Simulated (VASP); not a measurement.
Data:

```
CELL_PARAMETERS angstrom
      0.00000     2.20961     2.20961
      2.20961     0.00000     2.20961
      2.20961     2.20961     0.00000
ATOMIC_POSITIONS crystal
  Ti 0.00000 0.00000 0.00000
  C  0.50000 0.50000 0.50000
```

These are PBE GGA, VASP's PBE PAW potentials (set 64) (plane waves; VASP 6.6.1) values and carry that method's errors. Settings: 520 eV cut-off, 14×14×14 Γ-centred mesh, first-order Methfessel-Paxton smearing of 0.10 eV, potentials Ti_sv C.

**Question.** Give the stress tensor in GPa (positive for a compressed cell).

**Answer.** 
```
-12.92    0.00    0.00
  0.00  -12.92    0.00
  0.00    0.00  -12.92
```
The pressure is its mean diagonal, -12.92 GPa.

The compound is TiC in the rock salt structure. This cell is one point of a volume scan, at 1.06 of the reference volume.
